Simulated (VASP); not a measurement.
Computed with PBE GGA, VASP's PBE PAW potentials (set 64) (plane waves; VASP 6.6.1).

A VASP calculation is set up with these files.

KPOINTS:
```
Automatic mesh
0
Gamma
9 9 9
0 0 0
```

### POSCAR
```
PbS
1
    0.0000000000     3.0019069061     3.0019069061
    3.0019069061     0.0000000000     3.0019069061
    3.0019069061     3.0019069061     0.0000000000
Pb S
1 1
Direct
  0.0000000000   0.0000000000   0.0000000000
  0.5000000000   0.5000000000   0.5000000000
```

INCAR:
```
SYSTEM = PbS
PREC = Accurate; ENCUT = 400; LREAL = .FALSE.
LASPH = .TRUE.
EDIFF = 1E-7; NELM = 100; ALGO = Normal
LMAXMIX = 4
ISMEAR = -5
GGA = PE
ISIF = 2
LWAVE = .FALSE.; LCHARG = .TRUE.; LORBIT = 11
NEDOS = 601
```

POTCAR, in this order: Pb_d S (PBE.64 set). Program: vasp_std.

What VASP printed:

OSZICAR:
```
       N       E                     dE             d eps       ncg     rms          rms(c)
DAV:   1     0.149213780467E+03    0.14921E+03   -0.84932E+03   986   0.122E+03
DAV:   2     0.384698035640E+01   -0.14537E+03   -0.14237E+03  1022   0.329E+02
DAV:   3    -0.894689907792E+01   -0.12794E+02   -0.12737E+02  1292   0.102E+02
DAV:   4    -0.927306933650E+01   -0.32617E+00   -0.32603E+00  1100   0.196E+01
DAV:   5    -0.928494490203E+01   -0.11876E-01   -0.11875E-01  1370   0.354E+00    0.437E+00
DAV:   6    -0.876443755100E+01    0.52051E+00   -0.16291E+00  1462   0.974E+00    0.311E+00
DAV:   7    -0.876613666851E+01   -0.16991E-02   -0.15256E-01  1048   0.221E+00    0.182E+00
DAV:   8    -0.876993739361E+01   -0.38007E-02   -0.16923E-02  1058   0.164E+00    0.305E-01
DAV:   9    -0.876947050051E+01    0.46689E-03   -0.35058E-03  1498   0.589E-01    0.970E-02
DAV:  10    -0.876969063660E+01   -0.22014E-03   -0.39442E-04  1016   0.130E-01    0.606E-02
DAV:  11    -0.876969569294E+01   -0.50563E-05   -0.71335E-05  1252   0.104E-01    0.142E-02
DAV:  12    -0.876969691548E+01   -0.12225E-05   -0.43822E-06  1172   0.212E-02    0.294E-03
DAV:  13    -0.876969696384E+01   -0.48360E-07   -0.17560E-07   970   0.540E-03
   1 F= -.87696970E+01 E0= -.87696970E+01  d E =0.000000E+00
```

**OUTCAR**
```
------------------------ aborting loop because EDIFF is reached ----------------------------------------
  FORCE on cell =-STRESS in cart. coord.  units (eV):
  Direction    XX          YY          ZZ          XY          YZ          ZX
  --------------------------------------------------------------------------------------
  Total        0.0214110      0.0214110      0.0214110      0.0000000      0.0000000      0.0000000
  in kB        0.6340527      0.6340527      0.6340527      0.0000000      0.0000000      0.0000000
  external PRESSURE =       0.6340527 kB  Pullay stress =       0.0000000 kB
  volume of cell :       54.10
      direct lattice vectors                 reciprocal lattice vectors
     0.000000000  3.001906906  3.001906906    -0.166560795  0.166560795  0.166560795
     3.001906906  0.000000000  3.001906906     0.166560795 -0.166560795  0.166560795
     3.001906906  3.001906906  0.000000000     0.166560795  0.166560795 -0.166560795
  FREE ENERGIE OF THE ION-ELECTRON SYSTEM (eV)
  ---------------------------------------------------
  free  energy   TOTEN  =        -8.7696969638 eV

  energy  without entropy=       -8.7696969638  energy(sigma->0) =       -8.76969696

 total charge

# of ion       s       p       d       tot
------------------------------------------
    1        1.488   0.486   9.843  11.817
    2        1.349   2.330   0.000   3.679
--------------------------------------------------
tot          2.838   2.816   9.843  15.497
```
(Selected blocks of OUTCAR.)

The compound is PbS in the rock salt structure. It was relaxed first.
